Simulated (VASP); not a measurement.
Crystal: WS2.

```
W S
1.0
     3.18000    0.00000    0.00000
    -1.59000    2.75396    0.00000
     0.00000    0.00000   12.50000
W S
2 4
Direct
  0.33333 0.66667 0.25000
  0.66667 0.33333 0.75000
  0.33333 0.66667 0.62500
  0.66667 0.33333 0.12500
  0.33333 0.66667 0.87500
  0.66667 0.33333 0.37500
```

```yaml
Program: VASP 6.6.1
Task: relaxation of cell and atoms
Functional: PBE
Potentials_or_basis: VASP PAW PBE potentials, release 64 (W_sv, S)
Cutoff: 600 eV
k_mesh: 12 × 12 × 3
Occupations: gaussian, width 0.03 eV
Spin: no spin polarisation
```

At the start: pressure 2.3 GPa; volume 18.24 Å³/atom.

Q: How do energy, volume and symmetry change on relaxing?

A: Over 13 steps the energy falls by 12.7 meV/atom and the volume is 20.65 Å³/atom (+13.2 %); space group P6_3/mmc (No. 194, to 0.05 Å).

The path:
```tsv
step	energy change (eV)	largest force (eV/Å)	pressure (GPa)	volume (Å³)
1	0.0000	0.1311	2.28	109.47
2	0.0319	0.7272	-4.02	113.63
3	-0.0117	0.1739	0.00	110.87
4	-0.0178	0.1672	0.03	111.29
5	-0.0333	0.1432	0.14	112.55
6	-0.0533	0.0862	0.50	115.05
7	-0.0632	0.0831	1.73	119.98
8	-0.0666	0.0384	1.34	120.60
9	-0.0721	0.0915	0.23	122.49
10	-0.0725	0.1296	-0.08	123.05
11	-0.0737	0.1054	-0.07	123.22
12	-0.0758	0.0322	-0.03	123.72
13	-0.0760	0.0042	-0.01	123.91
```

Final structure:
```
CELL_PARAMETERS angstrom
3.18860 0.00000 0.00000
-1.59430 2.76141 0.00000
0.00000 0.00000 14.07311
ATOMIC_POSITIONS crystal
W 0.33333 0.66667 0.25000
W 0.66667 0.33333 0.75000
S 0.33333 0.66667 0.63838
S 0.66667 0.33333 0.13838
S 0.33333 0.66667 0.86162
S 0.66667 0.33333 0.36162
```

Caveat: this functional lacks dispersion, which binds the layers, so the pressure and a relaxed spacing across them are unreliable; the volume moved by +13 % from the deposited cell, more than functionals usually miss.
